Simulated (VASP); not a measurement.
OSZICAR of a VASP run on RuAl:

**OSZICAR**
```
       N       E                     dE             d eps       ncg     rms          rms(c)
DAV:   1     0.427761420322E+04    0.42776E+04   -0.22259E+05  2616   0.137E+03
DAV:   2    -0.141050720247E+03   -0.44187E+04   -0.42253E+04  2404   0.437E+02
DAV:   3    -0.395830078923E+03   -0.25478E+03   -0.23946E+03  2536   0.932E+01
DAV:   4    -0.403442535537E+03   -0.76125E+01   -0.75489E+01  2456   0.149E+01
DAV:   5    -0.403627870777E+03   -0.18534E+00   -0.18518E+00  2736   0.221E+00    0.622E+01
DAV:   6    -0.387293777482E+03    0.16334E+02   -0.14752E+02  2333   0.260E+01    0.123E+01
DAV:   7    -0.385318449846E+03    0.19753E+01   -0.15644E+01  2333   0.865E+00    0.111E+01
DAV:   8    -0.384843037899E+03    0.47541E+00   -0.10595E+00  2312   0.253E+00    0.152E+00
DAV:   9    -0.384830031840E+03    0.13006E-01   -0.26955E-02  2432   0.313E-01    0.738E-01
DAV:  10    -0.384830438309E+03   -0.40647E-03   -0.50090E-03  2488   0.176E-01    0.248E-01
DAV:  11    -0.384829914646E+03    0.52366E-03   -0.39669E-03  2368   0.143E-01    0.570E-02
DAV:  12    -0.384829888970E+03    0.25676E-04   -0.73774E-05  2408   0.172E-02    0.293E-02
DAV:  13    -0.384829869635E+03    0.19334E-04   -0.43563E-05  2368   0.124E-02    0.678E-03
DAV:  14    -0.384829868502E+03    0.11335E-05   -0.11238E-06  2344   0.194E-03    0.161E-03
DAV:  15    -0.384829868531E+03   -0.29002E-07   -0.15758E-07  1248   0.913E-04
   1 F= -.38482987E+03 E0= -.38481990E+03  d E =-.298935E-01
 Found     2 degrees of freedom:
       N       E                     dE             d eps       ncg     rms          rms(c)
DAV:   1    -0.384829082435E+03    0.78607E-03   -0.30831E-02  3360   0.286E-01    0.116E-01
DAV:   2    -0.384830272413E+03   -0.11900E-02   -0.53953E-03  3904   0.340E-01    0.329E-01
DAV:   3    -0.384828885168E+03    0.13872E-02   -0.28686E-03  4040   0.241E-01    0.618E-02
DAV:   4    -0.384828904871E+03   -0.19703E-04   -0.34106E-04  3808   0.758E-02    0.545E-02
DAV:   5    -0.384828870821E+03    0.34050E-04   -0.11043E-04  3784   0.516E-02    0.178E-02
DAV:   6    -0.384828871354E+03   -0.53254E-06   -0.30500E-05  3824   0.267E-02    0.167E-02
DAV:   7    -0.384828868131E+03    0.32228E-05   -0.94100E-06  3808   0.158E-02    0.655E-03
DAV:   8    -0.384828868300E+03   -0.16936E-06   -0.23673E-06  3832   0.683E-03    0.617E-03
DAV:   9    -0.384828868041E+03    0.25899E-06   -0.73083E-07  3240   0.426E-03    0.114E-03
DAV:  10    -0.384828868048E+03   -0.64174E-08   -0.83363E-08  1856   0.867E-04
   2 F= -.38482887E+03 E0= -.38481891E+03  d E =-.298830E-01
       N       E                     dE             d eps       ncg     rms          rms(c)
DAV:   1    -0.384829764583E+03   -0.89654E-03   -0.10567E-01  3334   0.504E-01    0.232E-01
DAV:   2    -0.384834505825E+03   -0.47412E-02   -0.20641E-02  3912   0.664E-01    0.659E-01
DAV:   3    -0.384828937111E+03    0.55687E-02   -0.10929E-02  4034   0.454E-01    0.123E-01
DAV:   4    -0.384829016973E+03   -0.79861E-04   -0.13706E-03  3776   0.152E-01    0.109E-01
DAV:   5    -0.384828880578E+03    0.13639E-03   -0.45174E-04  3765   0.102E-01    0.359E-02
DAV:   6    -0.384828879696E+03    0.88274E-06   -0.11932E-04  3800   0.526E-02    0.318E-02
DAV:   7    -0.384828870772E+03    0.89234E-05   -0.42650E-05  3837   0.313E-02    0.183E-02
DAV:   8    -0.384828868161E+03    0.26109E-05   -0.12609E-05  3912   0.163E-02    0.977E-03
DAV:   9    -0.384828868053E+03    0.10852E-06   -0.16316E-06  3789   0.541E-03    0.225E-03
DAV:  10    -0.384828868111E+03   -0.57698E-07   -0.37083E-07  2968   0.271E-03
   3 F= -.38482887E+03 E0= -.38481891E+03  d E =-.298830E-01
       N       E                     dE             d eps       ncg     rms          rms(c)
DAV:   1    -0.384818532497E+03    0.10336E-01   -0.18510E+00  3600   0.586E+00    0.223E-01
DAV:   2    -0.384829848880E+03   -0.11316E-01   -0.10903E-01  3384   0.863E-01    0.332E-01
DAV:   3    -0.384828751844E+03    0.10970E-02   -0.47412E-03  3882   0.293E-01    0.115E-01
DAV:   4    -0.384828645785E+03    0.10606E-03   -0.57203E-04  3664   0.862E-02    0.747E-02
DAV:   5    -0.384828627232E+03    0.18553E-04   -0.24859E-04  3845   0.827E-02    0.679E-02
DAV:   6    -0.384828569695E+03    0.57537E-04   -0.13495E-04  3784   0.527E-02    0.275E-02
DAV:   7    -0.384828563229E+03    0.64653E-05   -0.52000E-05  3797   0.341E-02    0.215E-02
DAV:   8    -0.384828555777E+03    0.74524E-05   -0.24149E-05  3888   0.219E-02    0.133E-02
DAV:   9    -0.384828552397E+03    0.33799E-05   -0.71044E-06  3885   0.129E-02    0.445E-03
DAV:  10    -0.384828549854E+03    0.25430E-05   -0.25667E-06  3560   0.499E-03    0.180E-03
DAV:  11    -0.384828548930E+03    0.92383E-06   -0.11361E-06  3213   0.356E-03    0.200E-03
DAV:  12    -0.384828548699E+03    0.23131E-06   -0.29356E-07  2568   0.230E-03    0.656E-04
DAV:  13    -0.384828548453E+03    0.24561E-06   -0.20317E-07  2392   0.162E-03    0.514E-04
DAV:  14    -0.384828548405E+03    0.48552E-07   -0.83898E-08  1824   0.953E-04
   4 F= -.38482855E+03 E0= -.38481860E+03  d E =-.298488E-01
       N       E                     dE             d eps       ncg     rms          rms(c)
DAV:   1    -0.384794604608E+03    0.33944E-01   -0.62479E+00  3544   0.984E+00    0.349E-01
DAV:   2    -0.384828795410E+03   -0.34191E-01   -0.34950E-01  3350   0.140E+00    0.209E-01
DAV:   3    -0.384829133521E+03   -0.33811E-03   -0.58182E-03  3968   0.266E-01    0.219E-01
DAV:   4    -0.384828633913E+03    0.49961E-03   -0.16586E-03  3960   0.176E-01    0.109E-01
DAV:   5    -0.384828706151E+03   -0.72238E-04   -0.75078E-04  3808   0.122E-01    0.120E-01
DAV:   6    -0.384828553237E+03    0.15291E-03   -0.46720E-04  3840   0.106E-01    0.355E-02
DAV:   7    -0.384828558252E+03   -0.50158E-05   -0.11238E-04  3808   0.510E-02    0.305E-02
DAV:   8    -0.384828548182E+03    0.10071E-04   -0.30173E-05  3824   0.295E-02    0.851E-03
DAV:   9    -0.384828550083E+03   -0.19015E-05   -0.67740E-06  3896   0.115E-02    0.125E-02
DAV:  10    -0.384828548415E+03    0.16681E-05   -0.39884E-06  3976   0.992E-03    0.306E-03
DAV:  11    -0.384828548459E+03   -0.44274E-07   -0.56070E-07  3304   0.285E-03
   5 F= -.38482855E+03 E0= -.38481860E+03  d E =-.298486E-01
```

**Question.** Which electronic solver shows in the log?

**Answer.** It is blocked Davidson (ALGO = Normal, or the opening steps of other solvers). The INCAR had ALGO = Normal.

**Question.** Can the final energy be trusted as converged?

**Answer.** The calculation finished and met its thresholds. It stopped with EDIFF = 1E-7, NELM = 100 (PBE GGA, plane waves, VASP's PBE PAW potentials (set 64)).

The cell is a supercell, built from RuAl (CsCl type).
